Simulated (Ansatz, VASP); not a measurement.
# Cross-check of SiGe7 between VASP and Ansatz, part 2 of 2

Wanted: the spread between two codes on one cell, functional and k mesh. The cell is taken from a series of runs on this material, whose earlier steps may have relaxed, scaled, displaced or heated it; both programs get it as it stands.

VASP 6.6.1 and Ansatz 0.2.0.

So far: The starting structure; VASP: relaxation of cell and atoms, r2SCAN.

### 3. Ansatz: relaxation of cell and atoms, r2SCAN

Level of this step: Ansatz beside VASP: Kohn-Sham DFT, plane waves, r2SCAN (Ansatz).

Ansatz runs on its PAW soft_1 files.

The same cell, functional, mesh and smearing now go to Ansatz.

File input.yaml:

```yaml
crystal:
  lattice:
    - [0.0, 5.6295, 5.6295]
    - [5.6295, 0.0, 5.6295]
    - [5.6295, 5.6295, 0.0]
  atoms:
    - { symbol: Ge, position: [0.25, 0.25, 0.25] }
    - { symbol: Ge, position: [0.375, 0.375, 0.375] }
    - { symbol: Ge, position: [0.25, 0.25, 0.75] }
    - { symbol: Ge, position: [0.375, 0.375, 0.875] }
    - { symbol: Ge, position: [0.25, 0.75, 0.25] }
    - { symbol: Ge, position: [0.375, 0.875, 0.375] }
    - { symbol: Ge, position: [0.25, 0.75, 0.75] }
    - { symbol: Ge, position: [0.375, 0.875, 0.875] }
    - { symbol: Ge, position: [0.75, 0.25, 0.25] }
    - { symbol: Ge, position: [0.875, 0.375, 0.375] }
    - { symbol: Ge, position: [0.875, 0.375, 0.875] }
    - { symbol: Ge, position: [0.875, 0.875, 0.375] }
    - { symbol: Ge, position: [0.75, 0.75, 0.75] }
    - { symbol: Ge, position: [0.875, 0.875, 0.875] }
    - { symbol: Si, position: [0.75, 0.25, 0.75] }
    - { symbol: Si, position: [0.75, 0.75, 0.25] }
kpoints:
  mp_grid: { grid: [4, 4, 4] }
scf:
  occupations: { method: fermi_dirac, width: 0.02 }
hamiltonian:
  xc: r2scan
  pseudopotentials: { kind: paw, azcp: { folder: soft_1 } }
basis:
  ecutwfc: 600
output:
  forces: true
  stress: true
relax:
  f_tol: 0.005
  max_steps: 70
  cell: { stress_tol: 0.02, p_target: 0 }
```

Command:

```sh
ansatz run input.yaml --threads 4 --pin off --max-ram 10240MiB --backend cpu --events-out ev --progress --plain --runs-dir out
```

Numbers of over 12 decimals in the logs are rounded to 6 here.

What it wrote:

```text
Engine: ansatz 0.2.0, aarch64-unknown-linux-gnu
Pseudopotentials: kind: paw
Pseudopotential: Ge, paw, valence charge 14, recommended cutoff 500 eV (meta_gga), soft_1/Ge.paw.azcp
Pseudopotential: Si, paw, valence charge 4, recommended cutoff 500 eV (meta_gga), soft_1/Si.paw.azcp
Functional definition: r2SCAN
  parameter k0 = 0.174
  parameter k1 = 0.065
  parameter a1 = 4.9479
  exchange = r2scan_x(k0 = k0, k1 = k1, a1 = a1)
  correlation = r2scan_c
Crystal: 16 atoms, lattice volume = 356.812 Å³
Basis set: ecut = 600 eV, 11935 PW (Γ), exchange–correlation on 256×256×256 points (64 copies of the dense FFT grid, shifted against one another)
Bands: 123, of which v1, the nominal top of the filled ones, is band 102 counted from 1 (101 counted from 0)
Symmetry: 8 space group operations
Space group: Amm2 (ITA 38), of the structure as read, at distance tolerance 7.1e-5 Å
k-points: 18 of 64 (time reversal used)
Non-local potential: Ge, projectors of the file, l = 0: 2, l = 1: 2, l = 2: 3, l = 3: 1
Non-local potential: Si, projectors of the file, l = 0: 2, l = 1: 2, l = 2: 1
PAW form: soft (Blöchl's): semilocal exchange-correlation on the pseudo side does not see the compensation charge
PAW frozen core: Ge, regenerated for the run's functional (the file was generated under x = pbe(κ = 0.804, μ = 0.219515), c = pbe(β = 0.066725))
PAW frozen core: Si, regenerated for the run's functional (the file was generated under x = pbe(κ = 0.804, μ = 0.219515), c = pbe(β = 0.066725))
PAW one-centre angular grid: Ge, 590 points (default); XC on 160 Gauss nodes
PAW one-centre angular grid: Si, 302 points (default); XC on 160 Gauss nodes
Initial density: superposition of atomic densities (chi_scale 0.1, normalization cell, long waves kept (reshape's long-wave potential 0.02 eV rms))
Initial wavefunctions: pseudopotential atomic-orbital guess
Functional: x = r2scan, c = r2scan; τ floored in thin density (d = 2e-4 eV/Å³)
iter 1 solved again at ethr=2.03e-3 eV; its pass at ethr=3.10e-3 eV (dr2=4.14e0 eV) is discarded
SCF iter   1: F=—  HF=-61518.215868 eV  |F-HF|=—  |Δ(HF+E_count)|=         —  Δρ=3.89e-2  dr2=4.13e0  dr2_τ=4.45e-2  ethr=2.03e-3  ⟨swp⟩=1.9  Hψ=10800  notcnv=0
preconditioner: auto → Resta (q_TF=auto, 2.486 Å⁻¹)  ε∞=2.6  [insulator: Δε(μ)=0.437 eV  Ē_g=22.529 eV  σ=0.020 eV  W_gap=1.00  n_scr=88 (ndim 8)  ℏωp=28.1 eV  f_vac=0.000  D(μ)=0.00/eV (n_scr^D=0)  ε∞_Penn≈2.6]
SCF iter   2: F=—  HF=-61518.524038 eV  |F-HF|=—  |Δ(HF+E_count)|=   3.08e-1  Δρ=2.33e-2  dr2=1.52e0  dr2_τ=6.78e-3  ethr=2.03e-3  ⟨swp⟩=2.3  Hψ=2603  notcnv=0
SCF iter   3: F=—  HF=-61518.776051 eV  |F-HF|=—  |Δ(HF+E_count)|=   2.52e-1  Δρ=2.10e-3  dr2=1.90e-2  dr2_τ=3.32e-4  ethr=7.46e-4  ⟨swp⟩=4.4  Hψ=3471  notcnv=0
SCF iter   4: F=—  HF=-61518.763053 eV  |F-HF|=—  |Δ(HF+E_count)|=   1.30e-2  Δρ=1.18e-3  dr2=3.98e-3  dr2_τ=4.06e-5  ethr=9.29e-6  ⟨swp⟩=2.6  Hψ=4509  notcnv=0  defer=30
SCF iter   5: F=—  HF=-61518.766345 eV  |F-HF|=—  |Δ(HF+E_count)|=   3.29e-3  Δρ=2.52e-4  dr2=2.98e-4  dr2_τ=7.52e-6  ethr=1.95e-6  ⟨swp⟩=2.0  Hψ=4365  notcnv=0  defer=30
SCF iter   6: F=—  HF=-61518.766346 eV  |F-HF|=—  |Δ(HF+E_count)|=   6.29e-7  Δρ=7.06e-5  dr2=2.54e-5  dr2_τ=4.52e-7  ethr=1.46e-7  ⟨swp⟩=2.0  Hψ=4020  notcnv=0  defer=30
SCF iter   7: F=—  HF=-61518.766455 eV  |F-HF|=—  |Δ(HF+E_count)|=   1.09e-4  Δρ=2.80e-5  dr2=2.20e-6  dr2_τ=3.54e-8  ethr=1.25e-8  ⟨swp⟩=2.0  Hψ=4020  notcnv=0  defer=30
SCF iter   8: F=—  HF=-61518.766457 eV  |F-HF|=—  |Δ(HF+E_count)|=   1.32e-6  Δρ=9.97e-6  dr2=4.09e-7  dr2_τ=5.43e-9  ethr=1.08e-9  ⟨swp⟩=2.0  Hψ=4020  notcnv=0  defer=30
SCF iter   9: F=-61518.766457 eV  HF=-61518.766457 eV  |F-HF|=6.27e-9  |Δ(HF+E_count)|=   1.18e-7  Δρ=2.31e-6  dr2=1.57e-8  dr2_τ=3.29e-10  ethr=4.90e-11  ⟨swp⟩=4.1  Hψ=7191  notcnv=0
SCF 1 converged in 9 iterations: F = -61518.766457 eV  dr2 = 1.57e-8
  greatest PAW one-centre occupation: 0.998 electrons in one spin orbital (limit 2), on the Ge atom at site 7 (counted from 0), in its partial waves of l = 2
relax step   1: F+E_penalty+E_count = -61518.76645669 eV  Δ(F+E_penalty+E_count) = +0.000e0 eV  max|allowed force component| = 4.833e-1 eV/Å  Δτ_max = 0.0000 Å  P = +0.401 GPa  Ω = 356.812 Å³  (9 SCF iters, dr2 threshold 1.00e-7 eV, accepted)
[...]
relax step   3: F+E_penalty+E_count = -61518.80823822 eV  Δ(F+E_penalty+E_count) = -3.201e-3 eV  max|allowed force component| = 6.433e-3 eV/Å  Δτ_max = 0.0071 Å  P = +0.001 GPa  Ω = 358.564 Å³  energy of the carried Pulay correction = -1.231e-4 eV  (5 SCF iters, dr2 threshold 6.72e-7 eV, accepted)
[...]
relax step   4: F+E_penalty+E_count = -61518.80825156 eV  Δ(F+E_penalty+E_count) = -1.335e-5 eV  max|allowed force component| = 1.804e-3 eV/Å  Δτ_max = 0.0005 Å  P = +0.000 GPa  Ω = 358.567 Å³  energy of the carried Pulay correction = -1.234e-4 eV  (5 SCF iters, dr2 threshold 2.59e-9 eV, accepted)
[...]
relax step   5: F+E_penalty+E_count = -61518.80840796 eV  Δ(F+E_penalty+E_count) = -1.564e-4 eV  max|allowed force component| = 1.807e-3 eV/Å  Δτ_max = 0.0000 Å  P = +0.000 GPa  Ω = 358.567 Å³  stress off target by 2.38e-3 GPa  SCF on the basis re-selected at this cell (its energy is not comparable with the rows above)  (5 SCF iters)
basis re-selected at this cell: Δ(F+E_penalty+E_count) = -1.564e-4 eV, ΔP = -0.000 GPa vs the last step (what re-selecting the basis moved, of the pressure what is left beyond the Pulay correction that the steps carried, after the strain that the cell walked since its last selection, with what the two solves' SCF thresholds leave and, on support functions, any second-order correction that the steps lacked; it is no m [...]
SCF converged after 5 iterations
Free energy (F): -61518.808408 eV
Harris-Foulkes:  -61518.808408 eV  (|F-HF|=1.46e-11)
Internal energy: -61518.808408 eV  (E = F + TS)
E sigma→0 (E₀):  -61518.808408 eV
Entropy (-TS):   -0.000000 eV (-0.000 meV/atom)
Fermi energy:    8.285922 eV
--- Per-component energies (eV) ---
  E_band       = -2257.563865
  E_kinetic    = 1375.380007
  E_local      = -32750.460433  (includes V_loc(G=0)·N_el)
  E_nonlocal   = 3103.327396
  E_hartree    = 15633.712144
  E_xc         = -1027.322312
  E_vxc        = -1057.759313  (∫ρ·V_xc dr)
  E_paw        = -29407.928882  (= ΣΔE_a)
  E_vpaw       = -4249.429391  (= ΣTr[D̂ρ^β])
  E_aug_tail   = 0.000030  (compensation charges beyond the density's cutoff)
  E_vtau       = 53.953316  (kinetic-family band-sum trace: ∫τ·v_τ [+ j·A + Jᵃ·Aᵃ] dr)
  E_ewald      = -18430.162844
  E_core_change = -15.353515  (= ΣΔE_core)
  E_smearing   = -0.000000  (= −TS)
  E_closure    = 0.000000  (closes the sum)
  Σ components = -61518.808408   (vs F -61518.808408, Δ=0.00e0)
--- Forces (eV/Å), atoms counted from 1 ---
  atom   1  Ge     0.00052778    -0.00004844    -0.00004844
  atom   2  Ge    -0.00024568     0.00000000     0.00000000
  atom   3  Ge    -0.00009307    -0.00000000    -0.00000000
  atom   4  Ge    -0.00076906     0.00057970     0.00057970
  atom   5  Ge    -0.00009307    -0.00000000    -0.00000000
  atom   6  Ge    -0.00076906     0.00057970     0.00057970
  atom   7  Ge     0.00052778    -0.00004844    -0.00004844
  atom   8  Ge    -0.00024568     0.00000000     0.00000000
  atom   9  Ge     0.00052778     0.00004844     0.00004844
  atom  10  Ge    -0.00098556     0.00000000     0.00000000
  atom  11  Ge    -0.00076906    -0.00057970    -0.00057970
  atom  12  Ge    -0.00076906    -0.00057970    -0.00057970
  atom  13  Ge     0.00052778     0.00004844     0.00004844
  atom  14  Ge    -0.00098556     0.00000000     0.00000000
  atom  15  Si     0.00180733    -0.00000000    -0.00000000
  atom  16  Si     0.00180733    -0.00000000    -0.00000000
  max |Σ_I F_I| component: 9.13e-7 eV/Å
--- Stress (GPa, compression-positive) ---
       -0.002385      -0.000000      -0.000000
       -0.000000       0.001295      -0.000643
       -0.000000      -0.000643       0.001295
  P = ⅓ Tr σ = 0.0001 GPa (0.001 kbar)
--- Relaxed structure (4 steps of the walk, 4 accepted, 1 SCFs on fresh bases) ---
  F+E_penalty+E_count = -61518.80840796 eV   max|allowed force component| = 1.807e-3 eV/Å   (the final SCF, on the basis selected at the relaxed cell)
  cell:  # Å, volume = 358.5671 Å³
    - [0, 5.638469, 5.638469]
    - [5.638829, -0.00018866, 5.638658]
    - [5.638829, 5.638658, -0.00018866]
  atoms:
    - { symbol: Ge, position: [0.249976, 0.249981, 0.249981] }
    - { symbol: Ge, position: [0.375090, 0.374910, 0.374910] }
    - { symbol: Ge, position: [0.249985, 0.250015, 0.750015] }
    - { symbol: Ge, position: [0.379389, 0.373601, 0.873601] }
    - { symbol: Ge, position: [0.249985, 0.750015, 0.250015] }
    - { symbol: Ge, position: [0.379389, 0.873601, 0.373601] }
    - { symbol: Ge, position: [0.249976, 0.749981, 0.749981] }
    - { symbol: Ge, position: [0.375090, 0.874910, 0.874910] }
    - { symbol: Ge, position: [0.750062, 0.249981, 0.249981] }
    - { symbol: Ge, position: [0.872083, 0.377917, 0.377917] }
    - { symbol: Ge, position: [0.873410, 0.373601, 0.873601] }
    - { symbol: Ge, position: [0.873410, 0.873601, 0.373601] }
    - { symbol: Ge, position: [0.750062, 0.749981, 0.749981] }
    - { symbol: Ge, position: [0.872083, 0.877917, 0.877917] }
    - { symbol: Si, position: [0.750005, 0.249995, 0.749995] }
    - { symbol: Si, position: [0.750005, 0.749995, 0.249995] }
```

The column dr2 measures how far the density is from self-consistency, as an energy; F and HF (Harris–Foulkes) agree once it is small.

### 4. Comparison

Known differences besides the potentials themselves: VASP keeps PBE cores, Ansatz makes them for the functional; the cutoff is 600 eV in Ansatz and 550 eV in VASP; Ansatz adds a Pulay correction to the stress that steers its cell, VASP none. Total energies have different zeros and are not compared.

The two programs side by side:

| quantity | Ansatz | VASP | difference |
| --- | --- | --- | --- |
| volume (Å³) | 358.57 | 359.18 | -0.17 % |
| edge a after relaxation, in the typed setting (Å) | 7.974 | 7.979 | -0.06 % |

### 5. Summary of results

* difference in volume (relaxation of cell and atoms, r2SCAN): -0.17 %

In words: The difference in volume is -0.17 % (relaxation of cell and atoms, r2SCAN), within the 1.2 % picked in this series as the mark of a large difference, as far as the stopping tolerances let one tell. Such differences can come from data sets, numerical settings and the points named under the comparisons, not from the functional's error against experiment.

[Lines on the potential files, build, host, timing and source positions are cut from VASP's logs without a mark.]

[Logs are printed without paths, hosts, clocks, repeated set-up lines and the standing remarks that a program may print on its own settings, such as how far it seeks lower states.]

[Hosts, paths, dates, database ids (printed as entryN), source tags and the programs' standing remarks are cut or masked in the printed files.]
